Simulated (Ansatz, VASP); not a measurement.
## Cross-check of Sb2Se3 (Antimonselite) between VASP and Ansatz

One calculation is typed for both programs; each brings its own data sets. How far apart do they land? The cell is taken from a series of runs on this material, whose earlier steps may have relaxed, scaled, displaced or heated it; both programs get it as it stands.

Main program and level: Ansatz 0.2.0; plane waves, with VASP 6.6.1 beside it; relaxation of cell and atoms at LDA.

## 1. The starting structure

It takes space group Pnma (No. 62, orthorhombic). Conventional cell: a = 11.569 Å, b = 3.955 Å, c = 11.197 Å, α = 90.00°, β = 90.00°, γ = 90.00°. Nearest to Sb lie 6 Se at 2.70 to 3.08 Å. Sb has 7 Se at 2.62 to 3.37 Å nearest. Nearest to Se lie 5 Sb at 2.62 to 3.08 Å. Nearest to Se lie 5 Sb at 2.70 to 3.37 Å. Nearest to Se lie 3 Sb at 2.70 to 2.77 Å. Farther neighbours and most contacts between anions are not listed.

## 2. VASP: relaxation of cell and atoms, LDA

The relaxed volume is the usual yardstick between codes: in a stiff, nearly cubic crystal its relative difference is about their pressure difference at one cell divided by the bulk modulus.

Lines of VASP's logs that name or quote its potential files are left out, and so is its time.

Input file INCAR:

```
SYSTEM = Sb2Se3
PREC = Accurate
ENCUT = 500
EDIFF = 1E-07
NELM = 120
ISMEAR = 0
SIGMA = 0.01
LREAL = .FALSE.
ALGO = Normal
GGA = PW92
NBANDS = 76
LORBIT = 11
LWAVE = .FALSE.
LCHARG = .FALSE.
ISIF = 3
IBRION = 2
NSW = 80
EDIFFG = -0.005
LASPH = .TRUE.
GGA_COMPAT = .FALSE.
NELMIN = 4
EFERMI = MIDGAP
KPAR = 4
```

Input file POSCAR:

```
Sb2Se3
1.0
   11.5690636166      0.0000000000      0.0000000000
    0.0000000000      3.9554114233      0.0000000000
    0.0000000000      0.0000000000     11.1969270860
Sb Se
8 12
Direct
    0.0199110501      0.2500000000      0.3288048542
    0.9800889499      0.7500000000      0.6711951458
    0.4800889499      0.7500000000      0.8288048542
    0.5199110501      0.2500000000      0.1711951458
    0.1522607207      0.7500000000      0.0385764864
    0.8477392793      0.2500000000      0.9614235136
    0.3477392793      0.2500000000      0.5385764864
    0.6522607207      0.7500000000      0.4614235136
    0.0546714608      0.2500000000      0.8668868138
    0.9453285392      0.7500000000      0.1331131862
    0.4453285392      0.7500000000      0.3668868138
    0.5546714608      0.2500000000      0.6331131862
    0.1296843123      0.7500000000      0.4466924494
    0.8703156877      0.2500000000      0.5533075506
    0.3703156877      0.2500000000      0.9466924494
    0.6296843123      0.7500000000      0.0533075506
    0.2164576618      0.2500000000      0.1980478138
    0.7835423382      0.7500000000      0.8019521862
    0.2835423382      0.7500000000      0.6980478138
    0.7164576618      0.2500000000      0.3019521862
```

Input file KPOINTS:

```
Automatic mesh
0
Gamma
2 6 2
0 0 0
```

The projector-augmented-wave data sets are Sb and Se (LDA family, release 64).

Command:

```sh
mpirun -np 4 vasp_std
```

Numbers of over 12 decimals in the logs are rounded to 6 here.

The log of the run:

```text
[banner, memory and clock lines left out]
running    4 mpi-ranks, on    1 nodes
 distrk:  each k-point on    1 cores,    4 groups
 distr:  one band on    1 cores,    1 groups

 POSCAR found type information on POSCAR SbSe
 POSCAR found :  2 types and      20 ions
|                                                                             |
|               ----> ADVICE to this user running VASP <----                  |
|                                                                             |
|     You have a (more or less) 'large supercell' and for larger cells it     |
|     might be more efficient to use real-space projection operators.         |
|     Therefore, try LREAL= Auto in the INCAR file.                           |
|     Mind: For very accurate calculation, you might also keep the            |
|     reciprocal projection scheme (i.e. LREAL=.FALSE.).                      |
|                                                                             |

|                                                                             |
|               ----> ADVICE to this user running VASP <----                  |
|                                                                             |
|     You enforced a specific xc type in the INCAR file but a different       |
|     [... a line on the potential file left out ...]
|     I HOPE YOU KNOW WHAT YOU ARE DOING!                                     |
|                                                                             |

 LDA part: xc-table for (Slater(with rela. corr.)+PW92), standard interpolation
 POSCAR, INCAR and KPOINTS ok, starting setup
 FFT: planning ... GRIDC
 FFT: planning ... GRID_SOFT
 FFT: planning ... GRID
 WAVECAR not read
 entering main loop
       N       E                     dE             d eps       ncg     rms          rms(c)
DAV:   1     0.689270604037E+03    0.68927E+03   -0.40395E+04  2432   0.119E+03
DAV:   2    -0.136700240831E+02   -0.70294E+03   -0.66911E+03  2928   0.205E+02
DAV:   3    -0.934081049287E+02   -0.79738E+02   -0.77725E+02  2960   0.775E+01
DAV:   4    -0.955427883194E+02   -0.21347E+01   -0.21099E+01  2944   0.130E+01
DAV:   5    -0.956037954311E+02   -0.61007E-01   -0.60871E-01  3176   0.201E+00    0.130E+01
DAV:   6    -0.934236063148E+02    0.21802E+01   -0.37430E+00  2712   0.514E+00    0.876E+00
DAV:   7    -0.933584985555E+02    0.65108E-01   -0.12208E+00  2904   0.260E+00    0.252E+00
DAV:   8    -0.933324531156E+02    0.26045E-01   -0.72009E-02  2848   0.816E-01    0.108E+00
DAV:   9    -0.933297471665E+02    0.27059E-02   -0.14694E-02  2912   0.385E-01    0.201E-01
DAV:  10    -0.933297588616E+02   -0.11695E-04   -0.13863E-03  2944   0.126E-01    0.862E-02
DAV:  11    -0.933297602994E+02   -0.14378E-05   -0.18734E-04  3096   0.383E-02    0.438E-02
DAV:  12    -0.933297674453E+02   -0.71459E-05   -0.32391E-05  2928   0.193E-02    0.149E-02
DAV:  13    -0.933297698991E+02   -0.24537E-05   -0.55877E-06  2784   0.831E-03    0.851E-03
DAV:  14    -0.933297697032E+02    0.19586E-06   -0.92631E-07  3080   0.288E-03    0.381E-03
DAV:  15    -0.933297697059E+02   -0.27212E-08   -0.22686E-07  1852   0.153E-03
   1 F= -.93329770E+02 E0= -.93329770E+02  d E =-.933298E+02
[... from here on, the cycles between the ionic steps are left out ...]
   2 F= -.93330497E+02 E0= -.93330497E+02  d E =-.727372E-03
   3 F= -.93331214E+02 E0= -.93331214E+02  d E =-.144397E-02
   4 F= -.93331506E+02 E0= -.93331506E+02  d E =-.292200E-03
   5 F= -.93331738E+02 E0= -.93331738E+02  d E =-.524171E-03
   6 F= -.93331758E+02 E0= -.93331758E+02  d E =-.544065E-03
   7 F= -.93331867E+02 E0= -.93331867E+02  d E =-.108863E-03
   8 F= -.93331879E+02 E0= -.93331879E+02  d E =-.121165E-03
   9 F= -.93331944E+02 E0= -.93331944E+02  d E =-.653060E-04
  10 F= -.93331964E+02 E0= -.93331964E+02  d E =-.849803E-04
  11 F= -.93332000E+02 E0= -.93332000E+02  d E =-.364071E-04
  12 F= -.93332019E+02 E0= -.93332019E+02  d E =-.551590E-04
 curvature:  -3.97 expect dE=-0.688E-04 dE for cont linesearch -0.102E-07
 trial: gam= 0.65931 g(F)=  0.164E-04 g(S)=  0.962E-06 ort =-0.350E-06 (trialstep = 0.232E+01)
 search vector abs. value=  0.376E-04
 bond charge predicted
       N       E                     dE             d eps       ncg     rms          rms(c)
DAV:   1    -0.933320304528E+02   -0.11304E-04   -0.46582E-03  2444   0.189E-01    0.296E-02
DAV:   2    -0.933320476787E+02   -0.17226E-04   -0.31512E-04  2868   0.469E-02    0.146E-02
DAV:   3    -0.933320448313E+02    0.28474E-05   -0.84286E-06  2996   0.822E-03    0.909E-03
DAV:   4    -0.933320431187E+02    0.17127E-05   -0.25837E-06  2724   0.423E-03    0.347E-03
DAV:   5    -0.933320429183E+02    0.20037E-06   -0.48638E-07  2676   0.197E-03    0.151E-03
DAV:   6    -0.933320429004E+02    0.17872E-07   -0.81618E-08  1352   0.787E-04
  13 F= -.93332043E+02 E0= -.93332043E+02  d E =-.238500E-04
 trial-energy change:   -0.000024  1 .order   -0.000025   -0.000040   -0.000011
 step:   3.2237(harm=  3.2237)  dis= 0.00105  next Energy=   -93.332047 (dE=-0.276E-04)
 reached required accuracy - stopping structural energy minimisation
```

Parts of OUTCAR (step 2):

```text
ion  position               nearest neighbor table
   1  0.020  0.250  0.329-  13 2.70  13 2.70  17 2.70  14 3.05  10 3.08  10 3.08
   2  0.980  0.750  0.671-  14 2.70  14 2.70  18 2.70  13 3.05   9 3.08   9 3.08
   3  0.480  0.750  0.829-  15 2.70  15 2.70  19 2.70  16 3.05  12 3.08  12 3.08
   4  0.520  0.250  0.171-  16 2.70  16 2.70  20 2.70  15 3.05  11 3.08  11 3.08
   5  0.152  0.750  0.039-  10 2.62  17 2.77  17 2.77   9 2.98   9 2.98
   6  0.848  0.250  0.961-   9 2.62  18 2.77  18 2.77  10 2.98  10 2.98
   7  0.348  0.250  0.539-  12 2.62  19 2.77  19 2.77  11 2.98  11 2.98
   8  0.652  0.750  0.461-  11 2.62  20 2.77  20 2.77  12 2.98  12 2.98
   9  0.055  0.250  0.867-   6 2.62   5 2.98   5 2.98   2 3.08   2 3.08
  10  0.945  0.750  0.133-   5 2.62   6 2.98   6 2.98   1 3.08   1 3.08
  11  0.445  0.750  0.367-   8 2.62   7 2.98   7 2.98   4 3.08   4 3.08
  12  0.555  0.250  0.633-   7 2.62   8 2.98   8 2.98   3 3.08   3 3.08
  13  0.130  0.750  0.447-   1 2.70   1 2.70   2 3.05
  14  0.870  0.250  0.553-   2 2.70   2 2.70   1 3.05
  15  0.370  0.250  0.947-   3 2.70   3 2.70   4 3.05
  16  0.630  0.750  0.053-   4 2.70   4 2.70   3 3.05
  17  0.216  0.250  0.198-   1 2.70   5 2.77   5 2.77
  18  0.784  0.750  0.802-   2 2.70   6 2.77   6 2.77
  19  0.284  0.750  0.698-   3 2.70   7 2.77   7 2.77
  20  0.716  0.250  0.302-   4 2.70   8 2.77   8 2.77

  LATTYP: Found a simple orthorhombic cell.
 ALAT       =     3.9554114233
 B/A-ratio  =     2.8307869619
 C/A-ratio  =     2.9248698501

 Subroutine GETGRP returns: Found  8 space group operations
 (whereof  2 operations were pure point group operations)

The static configuration has the point symmetry S_2 .
 The point group associated with its full space group is D_2h.

 Found     16 irreducible k-points:

   k-points           NKPTS =     16   k-points in BZ     NKDIM =     16   number of bands    NBANDS=     76

   dimension x,y,z NGX =    84 NGY =   30 NGZ =   84
   dimension x,y,z NGXF=   168 NGYF=   60 NGZF=  168

   ENCUT  =  500.0 eV  36.75 Ry    6.06 a.u.  21.09  7.21 20.41*2*pi/ulx,y,z

   NELECT =     112.0000    total number of electrons

 k-points in reciprocal lattice and weights: Automatic mesh
   0.00000000  0.00000000  0.00000000       0.042
   0.50000000  0.00000000  0.00000000       0.042
   0.00000000  0.16666667  0.00000000       0.083
   0.50000000  0.16666667  0.00000000       0.083
   0.00000000  0.33333333  0.00000000       0.083
   0.50000000  0.33333333  0.00000000       0.083
   0.00000000  0.50000000  0.00000000       0.042
   0.50000000  0.50000000  0.00000000       0.042
   0.00000000  0.00000000  0.50000000       0.042
[...]
0.00000000  0.50000000  0.50000000       0.042
   0.50000000  0.50000000  0.50000000       0.042

 average (electrostatic) potential at core
       1 -88.5955       2 -88.5955       3 -88.5955       4 -88.5955       5 -88.5954
       6 -88.5954       7 -88.5954       8 -88.5954       9 -58.8669      10 -58.8669
      11 -58.8669      12 -58.8669      13 -58.8010      14 -58.8010      15 -58.8010
      16 -58.8010      17 -58.8964      18 -58.8964      19 -58.8964      20 -58.8964

 E-fermi :   5.7130

 k-point     1 :       0.0000    0.0000    0.0000
  band No.  band energies     occupation
    ...
     52       4.6210      2.00000
     53       4.7812      2.00000
     54       5.1120      2.00000
     55       5.1572      2.00000
     56       5.1893      2.00000
     57       6.1561      0.00000
     58       6.4196      0.00000
     59       6.4774      0.00000
     60       6.7387      0.00000
     61       6.9948      0.00000
    ...

 k-point     2 :       0.5000    0.0000    0.0000
  band No.  band energies     occupation
    ...
     52       4.6373      2.00000
     53       4.9953      2.00000
     54       4.9953      2.00000
     55       5.2699      2.00000
     56       5.2699      2.00000
     57       6.2988      0.00000
     58       6.2988      0.00000
     59       6.4802      0.00000
     60       6.4802      0.00000
     61       7.0303      0.00000
    ...

 k-point     3 :       0.0000    0.1667    0.0000
  band No.  band energies     occupation
    ...
     52       4.5863      2.00000
     53       4.7555      2.00000
     54       4.9113      2.00000
     55       5.0603      2.00000
     56       5.1127      2.00000
     57       6.1756      0.00000
     58       6.2848      0.00000
     59       6.8242      0.00000
     60       6.9732      0.00000
     61       7.2854      0.00000
    ...

  Total        0.0160398      0.0291856      0.0339392      0.0000000     -0.0000000      0.0000000
  in kB        0.0501828      0.0913112      0.1061836      0.0000000     -0.0000000      0.0000000
  external PRESSURE =       0.0825592 kB  Pullay stress =       0.0000000 kB

  energy-cutoff  :      500.00
  volume of cell :      512.10
      direct lattice vectors                 reciprocal lattice vectors
    11.563104759  0.000000000  0.000000000     0.086481963  0.000000000  0.000000000
     0.000000000  3.957842879 -0.000000000     0.000000000  0.252662885  0.000000000
     0.000000000 -0.000000000 11.189797106     0.000000000  0.000000000  0.089367125

 POSITION                                       TOTAL-FORCE (eV/Angst)
 -----------------------------------------------------------------------------------
      0.22042      0.98946      3.67719        -0.001067     -0.000000     -0.000775
     11.34268      2.96838      7.51261         0.001067     -0.000000      0.000775
      5.56113      2.96838      9.27209         0.001067     -0.000000     -0.000775
      6.00197      0.98946      1.91771        -0.001067     -0.000000      0.000775
      1.76898      2.96838      0.42680         0.001316      0.000000     -0.001643
      9.79413      0.98946     10.76300        -0.001316     -0.000000      0.001643
      4.01258      0.98946      6.02169        -0.001316      0.000000     -0.001643
      7.55053      2.96838      5.16810         0.001316     -0.000000      0.001643
      0.63207      0.98946      9.69906         0.003477     -0.000000      0.000823
     10.93103      2.96838      1.49073        -0.003477      0.000000     -0.000823
      5.14948      2.96838      4.10417        -0.003477      0.000000      0.000823
      6.41363      0.98946      7.08563         0.003477     -0.000000     -0.000823
      1.50009      2.96838      4.99818        -0.000231      0.000000     -0.000419
     10.06301      0.98946      6.19162         0.000231     -0.000000      0.000419
      4.28146      0.98946     10.59307         0.000231     -0.000000     -0.000419
      7.28164      2.96838      0.59672        -0.000231     -0.000000      0.000419
      2.50657      0.98946      2.21777        -0.001573      0.000000      0.002127
      9.05653      2.96838      8.97202         0.001573     -0.000000     -0.002127
      3.27498      2.96838      7.81267         0.001573      0.000000      0.002127
      8.28813      0.98946      3.37712        -0.001573      0.000000     -0.002127
 -----------------------------------------------------------------------------------
    total drift:                                0.000000     -0.000000      0.000000

  FREE ENERGIE OF THE ION-ELECTRON SYSTEM (eV)
  ---------------------------------------------------
  free  energy   TOTEN  =       -93.3320429004 eV

  energy  without entropy=      -93.3320429004  energy(sigma->0) =      -93.33204290

 reached required accuracy - stopping structural energy minimisation

 total charge
# of ion       s       p       d       tot
------------------------------------------
    1        1.307   0.948   0.069   2.323
    2        1.307   0.948   0.069   2.323
    3        1.307   0.948   0.069   2.323
    4        1.307   0.948   0.069   2.323
    5        1.300   0.958   0.068   2.326
    6        1.300   0.958   0.068   2.326
    7        1.300   0.958   0.068   2.326
    8        1.300   0.958   0.068   2.326
    9        1.490   2.290   0.032   3.812
   10        1.490   2.290   0.032   3.812
   11        1.490   2.290   0.032   3.812
   12        1.490   2.290   0.032   3.812
   13        1.490   2.291   0.031   3.812
   14        1.490   2.291   0.031   3.812
   15        1.490   2.291   0.031   3.812
   16        1.490   2.291   0.031   3.812
   17        1.494   2.280   0.033   3.806
   18        1.494   2.280   0.033   3.806
   19        1.494   2.280   0.033   3.806
   20        1.494   2.280   0.033   3.806
--------------------------------------------------
tot         28.324  35.065   0.932  64.320

[... 3 further parts left out ...]
```

The run keeps the 8 symmetry operations of its start, so it cannot find a distortion of lower symmetry.

## 3. Ansatz: relaxation of cell and atoms, LDA

Ansatz runs on its default PAW (the set named soft_2) files.

The same cell, functional (in two slightly different forms) and mesh now go to Ansatz, which takes its cutoff from its data sets.

Input file input.yaml:

```yaml
crystal:
  lattice:
    - [11.5690636166, 0.0, 0.0]
    - [0.0, 3.9554114233, 0.0]
    - [0.0, 0.0, 11.196927086]
  atoms:
    - { symbol: Sb, position: [0.0199110501, 0.25, 0.3288048542] }
    - { symbol: Sb, position: [0.9800889499, 0.75, 0.6711951458] }
    - { symbol: Sb, position: [0.4800889499, 0.75, 0.8288048542] }
    - { symbol: Sb, position: [0.5199110501, 0.25, 0.1711951458] }
    - { symbol: Sb, position: [0.1522607207, 0.75, 0.0385764864] }
    - { symbol: Sb, position: [0.8477392793, 0.25, 0.9614235136] }
    - { symbol: Sb, position: [0.3477392793, 0.25, 0.5385764864] }
    - { symbol: Sb, position: [0.6522607207, 0.75, 0.4614235136] }
    - { symbol: Se, position: [0.0546714608, 0.25, 0.8668868138] }
    - { symbol: Se, position: [0.9453285392, 0.75, 0.1331131862] }
    - { symbol: Se, position: [0.4453285392, 0.75, 0.3668868138] }
    - { symbol: Se, position: [0.5546714608, 0.25, 0.6331131862] }
    - { symbol: Se, position: [0.1296843123, 0.75, 0.4466924494] }
    - { symbol: Se, position: [0.8703156877, 0.25, 0.5533075506] }
    - { symbol: Se, position: [0.3703156877, 0.25, 0.9466924494] }
    - { symbol: Se, position: [0.6296843123, 0.75, 0.0533075506] }
    - { symbol: Se, position: [0.2164576618, 0.25, 0.1980478138] }
    - { symbol: Se, position: [0.7835423382, 0.75, 0.8019521862] }
    - { symbol: Se, position: [0.2835423382, 0.75, 0.6980478138] }
    - { symbol: Se, position: [0.7164576618, 0.25, 0.3019521862] }
kpoints:
  mp_grid: { grid: [2, 6, 2] }
hamiltonian:
  xc: lda
scf:
  occupations: { method: fixed }
output:
  forces: true
  stress: true
  eigenvalues: true
relax:
  adjacent_minimum: "off"
  f_tol: 0.001
  max_steps: 60
  cell: { stress_tol: 0.01 }
```

Command:

```sh
ansatz run input.yaml --threads 16 --pin off --max-ram 61440MiB --backend cuda --events-out ev --progress --plain --runs-dir out --max-vram 78GiB
```

The log of the run:

```text
Engine: ansatz 0.2.0, aarch64-unknown-linux-gnu
Pseudopotentials: kind: paw
Pseudopotential: Sb, paw, valence charge 15, recommended cutoff 420 eV (normal), Sb.paw.azcp
Pseudopotential: Se, paw, valence charge 16, recommended cutoff 420 eV (normal), Se.paw.azcp
Functional definition: SPW92
  exchange = slater_x
  correlation = pw_c
device memory: the entry about to start is reckoned to put 24.3 GiB on a device that reports 139.1 GiB free (of which the cap on the GPU budget leaves the run 78.0 GiB)
GPU FFT provider: cuFFT
GPU libraries: cuBLAS 13.8.1, cuFFT 12.4.0, cuSOLVER 12.3.2
GPU matrix products: emulated (plane waves: as basis.precision tells), large ones in fixed point in workspaces of 1.00 GiB
Crystal: 20 atoms, lattice volume = 512.376 Å³
Basis set: ecut = 420 eV, 10039 PW (Γ)
[...]
k-points: 16 of 24
[...]
- { symbol: Se, position: [0.870349, 0.25, 0.553325] }
    - { symbol: Se, position: [0.370349, 0.25, 0.946675] }
    - { symbol: Se, position: [0.629651, 0.75, 0.053325] }
    - { symbol: Se, position: [0.216514, 0.25, 0.198010] }
    - { symbol: Se, position: [0.783486, 0.75, 0.801990] }
    - { symbol: Se, position: [0.283486, 0.75, 0.698010] }
    - { symbol: Se, position: [0.716514, 0.25, 0.301990] }
```

## 4. Comparison

Known differences besides the potentials themselves: fixed occupations in Ansatz, narrow Gaussian smearing in VASP; the data sets hold 312 valence electrons in Ansatz (on its default PAW (the set named soft_2) files) and 112 in VASP; the cutoff is 420 eV in Ansatz and 500 eV in VASP; VASP's log shows a relativistic correction to its local exchange, Ansatz's none. Total energies have different zeros and are not compared.

Both answers:

```
                                         quantity  Ansatz    VASP  difference
                                      volume (Å³)  512.32  512.10     +0.04 %
edge a after relaxation, in the typed setting (Å)  11.569  11.563     +0.05 %
edge b after relaxation, in the typed setting (Å)   3.956   3.958     -0.06 %
edge c after relaxation, in the typed setting (Å)  11.195  11.190     +0.05 %
```

## 5. Results

```
difference in edge b after relaxation, in the typed setting (relaxation of cell and atoms, LDA) : -0.056 %
```

What this shows: The difference in edge b after relaxation, in the typed setting is -0.056 % (relaxation of cell and atoms, LDA), within the 1.2 % picked in this series as the mark of a large difference, as far as the stopping tolerances let one tell. The data sets hold unlike numbers of valence electrons (312 in Ansatz and 112 in VASP), so part of the differences comes from the potentials. Such differences can come from data sets, numerical settings and the points named under the comparisons, not from the functional's error against experiment.

[Lines on the potential files, build, host, timing and source positions are cut from VASP's logs without a mark.]

[Logs are printed without paths, hosts, clocks, repeated set-up lines and the standing remarks that a program may print on its own settings, such as how far it seeks lower states.]

[Hosts, paths, dates, database ids (printed as entryN), source tags and the programs' standing remarks are cut or masked in the printed files.]
